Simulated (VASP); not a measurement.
Level of theory: LDA (Ceperley-Alder, Perdew-Zunger), VASP's LDA PAW potentials (set 64) (plane waves; VASP).

A VASP calculation is set up with these files.

**INCAR**
```
! general
SYSTEM   =  CdTe
PREC     =  Accurate
ENCUT    =  520
LREAL    =  .FALSE.   ! projection in real space or not
LASPH    =  .TRUE.   ! aspherical one-centre terms

! electronic loop
EDIFF    =  1E-7   ! SCF stop (eV)
NELM     =  100   ! most electronic steps
ALGO     =  Normal   ! blocked Davidson
LMAXMIX  =  4

! smearing
ISMEAR   =  -5   ! tetrahedra, Bloechl

! ions
ISIF     =  2   ! forces and stress, cell fixed

! output
LWAVE    =  .FALSE.
LCHARG   =  .TRUE.
LORBIT   =  11   ! lm-projected
NEDOS    =  601   ! DOS grid
```

### KPOINTS
```
Automatic mesh
0
Gamma
8 8 8
0 0 0
```

**POSCAR**
```
CdTe
1
    0.0000000000     3.2109807039     3.2109807039
    3.2109807039     0.0000000000     3.2109807039
    3.2109807039     3.2109807039     0.0000000000
Cd Te
1 1
Direct
  0.0000000000   0.0000000000   0.0000000000
  0.2500000000   0.2500000000   0.2500000000
```

POTCAR, in this order: Cd Te (LDA.64 set). Program: vasp_std.

Unless said otherwise, spin-orbit coupling is left out, though it shifts the bands of the heavy elements here.

### Question
Estimate the energy per atom (σ→0), band gap (on the k-mesh).

### Answer

```
Quantity                           Value
------------------------  --------------
energy per atom (σ→0)     -3.026 eV/atom
band gap (on the k-mesh)         0.64 eV
```

### OSZICAR
```
...
DAV:   7    -0.605347655334E+01    0.21844E-01   -0.10658E-01   869   0.250E+00    0.180E+00
DAV:   8    -0.605148311343E+01    0.19934E-02   -0.10500E-02   784   0.148E+00    0.498E-01
DAV:   9    -0.605119867991E+01    0.28443E-03   -0.80552E-04   884   0.346E-01    0.134E-01
DAV:  10    -0.605118649210E+01    0.12188E-04   -0.99006E-05   809   0.972E-02    0.563E-02
DAV:  11    -0.605119010482E+01   -0.36127E-05   -0.21218E-05   876   0.475E-02    0.285E-02
DAV:  12    -0.605118931773E+01    0.78709E-06   -0.19740E-06   823   0.133E-02    0.145E-02
DAV:  13    -0.605118928047E+01    0.37262E-07   -0.72480E-07   819   0.492E-03
   1 F= -.60511893E+01 E0= -.60511893E+01  d E =0.000000E+00
```

The compound is CdTe in the zinc blende structure. It was relaxed first.
